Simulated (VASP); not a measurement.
OSZICAR of a VASP run on TiO2 (anatase):

### OSZICAR
```
       N       E                     dE             d eps       ncg     rms          rms(c)
DAV:   1     0.699538286982E+03    0.69954E+03   -0.25205E+04  3304   0.200E+03
DAV:   2     0.563013952960E+02   -0.64324E+03   -0.62371E+03  3672   0.580E+02
DAV:   3    -0.555094562320E+02   -0.11181E+03   -0.10850E+03  5044   0.214E+02
DAV:   4    -0.607987584923E+02   -0.52893E+01   -0.52840E+01  4560   0.493E+01
DAV:   5    -0.610226314395E+02   -0.22387E+00   -0.22383E+00  4632   0.824E+00    0.331E+01
DAV:   6    -0.442901119961E+02    0.16733E+02   -0.12046E+02  4236   0.105E+02    0.122E+01
DAV:   7    -0.438333066399E+02    0.45681E+00   -0.17152E+01  4332   0.330E+01    0.818E+00
DAV:   8    -0.438786066506E+02   -0.45300E-01   -0.38350E+00  4192   0.186E+01    0.385E+00
DAV:   9    -0.437262203383E+02    0.15239E+00   -0.14301E+00  4508   0.107E+01    0.103E+00
DAV:  10    -0.437350384880E+02   -0.88181E-02   -0.10324E-01  3840   0.246E+00    0.323E-01
DAV:  11    -0.437332465640E+02    0.17919E-02   -0.13403E-02  4076   0.757E-01    0.605E-02
DAV:  12    -0.437333828215E+02   -0.13626E-03   -0.12568E-03  4752   0.347E-01    0.994E-02
DAV:  13    -0.437332979576E+02    0.84864E-04   -0.58381E-04  4600   0.202E-01    0.114E-02
DAV:  14    -0.437332993823E+02   -0.14247E-05   -0.20057E-05  4356   0.384E-02    0.434E-03
DAV:  15    -0.437332996117E+02   -0.22939E-06   -0.48379E-07  2320   0.648E-03
   1 F= -.43733300E+02 E0= -.43733300E+02  d E =-.437333E+02
       N       E                     dE             d eps       ncg     rms          rms(c)
DAV:   1    -0.440910929694E+02   -0.35779E+00   -0.11585E+01  4232   0.386E+01    0.553E+00
DAV:   2    -0.437786224296E+02    0.31247E+00   -0.13946E+00  4048   0.116E+01    0.218E+00
DAV:   3    -0.437171409175E+02    0.61482E-01   -0.46129E-01  3548   0.438E+00    0.549E-01
DAV:   4    -0.437179663296E+02   -0.82541E-03   -0.88309E-02  5004   0.161E+00    0.432E-01
DAV:   5    -0.437204353926E+02   -0.24691E-02   -0.40605E-03  4256   0.600E-01    0.257E-01
DAV:   6    -0.437249924169E+02   -0.45570E-02   -0.95612E-03  5148   0.411E-01    0.146E-01
DAV:   7    -0.437252444968E+02   -0.25208E-03   -0.42357E-04  3980   0.132E-01    0.103E-01
DAV:   8    -0.437253848057E+02   -0.14031E-03   -0.33081E-04  3996   0.164E-01    0.934E-03
DAV:   9    -0.437253929874E+02   -0.81816E-05   -0.38608E-05  4884   0.385E-02    0.109E-02
DAV:  10    -0.437253923397E+02    0.64769E-06   -0.16956E-06  2920   0.111E-02
   2 F= -.43725392E+02 E0= -.43725392E+02  d E =0.790727E-02
       N       E                     dE             d eps       ncg     rms          rms(c)
DAV:   1    -0.438649579679E+02   -0.13956E+00   -0.38331E+00  4240   0.216E+01    0.319E+00
DAV:   2    -0.437604218232E+02    0.10454E+00   -0.43614E-01  4216   0.633E+00    0.125E+00
DAV:   3    -0.437394778816E+02    0.20944E-01   -0.13788E-01  3360   0.261E+00    0.265E-01
DAV:   4    -0.437410974025E+02   -0.16195E-02   -0.27340E-02  4476   0.811E-01    0.238E-01
DAV:   5    -0.437417084070E+02   -0.61100E-03   -0.13533E-03  4292   0.339E-01    0.145E-01
DAV:   6    -0.437430762675E+02   -0.13679E-02   -0.23631E-03  5384   0.210E-01    0.868E-02
DAV:   7    -0.437432422505E+02   -0.16598E-03   -0.24083E-04  4632   0.121E-01    0.348E-02
DAV:   8    -0.437432764375E+02   -0.34187E-04   -0.75035E-05  4708   0.648E-02    0.662E-03
DAV:   9    -0.437432810545E+02   -0.46170E-05   -0.10829E-05  4836   0.180E-02    0.117E-03
DAV:  10    -0.437432812235E+02   -0.16897E-06   -0.41504E-07  2008   0.484E-03
   3 F= -.43743281E+02 E0= -.43743281E+02  d E =-.998161E-02
       N       E                     dE             d eps       ncg     rms          rms(c)
DAV:   1    -0.437433040563E+02   -0.23002E-04   -0.82409E-04  4300   0.321E-01    0.470E-02
DAV:   2    -0.437432810293E+02    0.23027E-04   -0.94877E-05  4248   0.955E-02    0.182E-02
DAV:   3    -0.437432768105E+02    0.42188E-05   -0.30325E-05  3432   0.371E-02    0.393E-03
DAV:   4    -0.437432772333E+02   -0.42280E-06   -0.55985E-06  3100   0.123E-02
   4 F= -.43743277E+02 E0= -.43743277E+02  d E =-.997762E-02
       N       E                     dE             d eps       ncg     rms          rms(c)
DAV:   1    -0.437437478634E+02   -0.47105E-03   -0.63724E-02  3312   0.214E+00    0.143E-01
DAV:   2    -0.437435696824E+02    0.17818E-03   -0.23092E-03  3836   0.432E-01    0.842E-02
DAV:   3    -0.437434042442E+02    0.16544E-03   -0.46085E-04  3896   0.213E-01    0.193E-02
DAV:   4    -0.437434069178E+02   -0.26736E-05   -0.70718E-05  4032   0.754E-02    0.873E-03
DAV:   5    -0.437434067042E+02    0.21365E-06   -0.63238E-06  3660   0.180E-02
   5 F= -.43743407E+02 E0= -.43743407E+02  d E =-.129471E-03
```

Q: Which electronic solver shows in the log?

A: It is blocked Davidson (ALGO = Normal, or the opening steps of other solvers). The INCAR had ALGO = Normal.

Q: Can the final energy be trusted as converged?

A: Self-consistency was reached. It stopped with EDIFF = 1E-6, NELM = 100, NSW = 60 and EDIFFG = -0.02 after 5 ionic steps (rev-vdW-DF2, plane waves, VASP's PBE PAW potentials (set 64)).

The compound is TiO2 in the anatase structure, one of several forms; rutile is the usual stable one. This run relaxes it. Symmetry was kept, so distortions that lower it aren't found.
